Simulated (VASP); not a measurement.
```
CELL_PARAMETERS angstrom
      0.00000     2.72415     2.72415
      2.72415     0.00000     2.72415
      2.72415     2.72415     0.00000
ATOMIC_POSITIONS crystal
  Ge 0.00000 0.00000 0.00000
  F  0.25000 0.25000 0.25000
  F  0.75000 0.75000 0.75000
```

The numbers are results of PBEsol GGA, VASP's PBE PAW potentials (set 64) (plane waves; VASP), not measurements. Run with 600 eV cut-off, 6×6×6 Γ-centred mesh, Gaussian smearing of 0.050 eV, potentials Ge_d F.

Energy and stress use the plane-wave basis of the starting cell.

Q: The ions, cell shape and volume at an external pressure of 5.0 GPa are relaxed. Which structure does the run end with?

A: 
```
CELL_PARAMETERS angstrom
      0.00000     2.68143     2.68143
      2.68143     0.00000     2.68143
      2.68143     2.68143     0.00000
ATOMIC_POSITIONS crystal
  Ge 0.00000 0.00000 0.00000
  F  0.25000 0.25000 0.25000
  F  0.75000 0.75000 0.75000
```
Space group Fm-3m (225), at a tolerance of 0.03 Å.

Q: How do energy and volume change from the first to the last step?

A: The energy (σ→0) changes by +9.4 meV/atom and the volume by -4.6 %, in 3 ionic steps.

The structure was generated: GeF2 was put into the fluorite type (Fm-3m), which need not be its known phase. This run relaxes it under an external pressure of 5 GPa. Symmetry was kept, so distortions that lower it aren't found.
